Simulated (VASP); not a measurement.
SnC3, 4 atoms in the cell. Symmetry: R3m, No. 160, trigonal system. Conventional cell: a = 3.109 Å, b = 3.109 Å, c = 15.514 Å, α = 90.00°, β = 90.00°, γ = 120.00°. C (site symmetry 3m) has 3 C at 1.88 Å as nearest neighbours. C (site symmetry 3m) is surrounded by 1 C at 1.46 Å. C (site symmetry 3m) is surrounded by 1 C at 1.46 Å. Sn (site symmetry 3m) is surrounded by 4 C at 2.06 to 2.16 Å. The cell was built by a generator and needn't be a form met in nature. The cell isn't the ideal one: biaxial_xy strain -0.8%.

* Program: VASP 6.6.1
* Task: single point
* Functional: r2SCAN
* Potentials or basis: VASP PAW PBE potentials, release 64 (C, Sn_d)
* Cutoff: 520 eV
* k mesh: 10 × 10 × 10
* Occupations: fermi-dirac, width 0.02 eV
* Spin: no spin polarisation
* Dipole correction: no
* Further INCAR settings: ALGO = Normal; EDIFF = 1e-06; NBANDS = 21

Potentials or basis: VASP PAW PBE potentials, release 64 (C, Sn_d).

Launch:

```bash
$ cat potpaw_PBE.64/C/POTCAR potpaw_PBE.64/Sn_d/POTCAR > POTCAR
$ cp INCAR.step1 INCAR
$ mpirun -np 1 vasp_std > vasp.out
$ cp INCAR.step2 INCAR
$ mpirun -np 1 vasp_std > vasp.out
```

Hardware: 1 thread of AMD EPYC 7R13 Processor (Zen 3), with other jobs on the host.

Problem. How long does it take, and how much memory?

Solution. Wall time 18 min on 1 thread of AMD EPYC 7R13 Processor (Zen 3), with other jobs on the host, peak memory 0.3 GiB. Counts: scf iterations 9, k points 116.
